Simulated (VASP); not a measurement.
Method: PBE GGA with D3 dispersion (zero damping), VASP's PBE PAW potentials (set 64) (plane waves; VASP 6.6.1).

VASP input:

POSCAR:
```
Pt3Ti
1
    3.8156394380     0.0000000000     0.0000000000
    0.0000000000     3.8156394380     0.0000000000
    0.0000000000     0.0000000000     3.8156394380
Ti Pt
1 3
Direct
  0.0000000000   0.0000000000   0.0000000000
  0.0000000000   0.5000000000   0.5000000000
  0.5000000000   0.0000000000   0.5000000000
  0.5000000000   0.5000000000   0.0000000000
```

INCAR:
```
SIGMA=0.1   # width (eV)
LMAXMIX=6   # l cut-off of mixed one-centre charges
LWAVE=.FALSE.
LREAL=.FALSE.   # projection in real space or not
EDIFF=1E-7   # SCF stop (eV)
ISMEAR=1
ISIF=2   # forces and stress, cell fixed
PREC=Accurate
IVDW=11   # D3, zero damping
ENCUT=520
SYSTEM=Pt3Ti
LCHARG=.FALSE.
ALGO=Normal   # blocked Davidson
GGA=PE
NELM=100   # most electronic steps
LASPH=.TRUE.
```

### KPOINTS
```
Automatic mesh
0
Gamma
8 8 8
0 0 0
```

POTCAR, in this order: Ti_sv Pt (PBE.64 set). Program: vasp_std.

What VASP printed:

### OSZICAR
```
       N       E                     dE             d eps       ncg     rms          rms(c)
DAV:   1     0.393359591690E+03    0.39336E+03   -0.21697E+04  1750   0.184E+03
DAV:   2     0.397784245499E+00   -0.39296E+03   -0.38593E+03  1940   0.464E+02
DAV:   3    -0.308803045327E+02   -0.31278E+02   -0.30170E+02  2564   0.111E+02
DAV:   4    -0.318047355945E+02   -0.92443E+00   -0.92141E+00  2080   0.201E+01
DAV:   5    -0.318311872438E+02   -0.26452E-01   -0.26434E-01  2507   0.333E+00    0.267E+01
DAV:   6    -0.301246702667E+02    0.17065E+01   -0.16886E+01  2478   0.313E+01    0.138E+01
DAV:   7    -0.300073917140E+02    0.11728E+00   -0.24653E+01  2392   0.315E+01    0.121E+01
DAV:   8    -0.291723009116E+02    0.83509E+00   -0.17198E+00  2347   0.111E+01    0.480E+00
DAV:   9    -0.290944068535E+02    0.77894E-01   -0.20502E+00  2577   0.814E+00    0.251E+00
DAV:  10    -0.290356372684E+02    0.58770E-01   -0.36603E-01  2406   0.432E+00    0.458E-01
DAV:  11    -0.290380198921E+02   -0.23826E-02   -0.63906E-03  2341   0.701E-01    0.558E-01
DAV:  12    -0.290351116499E+02    0.29082E-02   -0.14733E-02  2425   0.816E-01    0.493E-02
DAV:  13    -0.290351068033E+02    0.48467E-05   -0.28861E-04  2210   0.124E-01    0.242E-02
DAV:  14    -0.290351097748E+02   -0.29716E-05   -0.13956E-04  2522   0.749E-02    0.278E-02
DAV:  15    -0.290351037937E+02    0.59812E-05   -0.25388E-05  2436   0.378E-02    0.727E-03
DAV:  16    -0.290351034029E+02    0.39074E-06   -0.30368E-06  2733   0.116E-02    0.145E-03
DAV:  17    -0.290351034887E+02   -0.85836E-07   -0.10069E-07  1240   0.219E-03
   1 F= -.32372200E+02 E0= -.32372633E+02  d E =0.129932E-02
```

OUTCAR:
```
------------------------ aborting loop because EDIFF is reached ----------------------------------------
 Edisp (eV)   -3.33710
  FORCE on cell =-STRESS in cart. coord.  units (eV):
  Direction    XX          YY          ZZ          XY          YZ          ZX
  --------------------------------------------------------------------------------------
  Total       6.52183     6.52183     6.52183    -0.00000     0.00000    -0.00000
  in kB     188.09544   188.09544   188.09544    -0.00000     0.00000    -0.00000
  external pressure =      188.10 kB  Pullay stress =        0.00 kB
  volume of cell :       55.55
      direct lattice vectors                 reciprocal lattice vectors
     3.815639438  0.000000000  0.000000000     0.262079270  0.000000000  0.000000000
     0.000000000  3.815639438  0.000000000     0.000000000  0.262079270  0.000000000
     0.000000000  0.000000000  3.815639438     0.000000000  0.000000000  0.262079270
 POSITION                                       TOTAL-FORCE (eV/Angst)
 -----------------------------------------------------------------------------------
      0.00000      0.00000      0.00000         0.000000      0.000000      0.000000
      0.00000      1.90782      1.90782         0.000000      0.000000      0.000000
      1.90782      0.00000      1.90782         0.000000      0.000000      0.000000
      1.90782      1.90782      0.00000         0.000000      0.000000      0.000000
 -----------------------------------------------------------------------------------
    total drift:                                0.000000      0.000000      0.000000
  FREE ENERGIE OF THE ION-ELECTRON SYSTEM (eV)
  ---------------------------------------------------
  free  energy   TOTEN  =       -32.3721996021 eV

  energy  without entropy=      -32.3734989173  energy(sigma->0) =      -32.37263271
```
(Selected blocks of OUTCAR.)

The compound is Pt3Ti in the L1_2 structure. This cell is one point of a volume scan, at 0.94 of the reference volume.
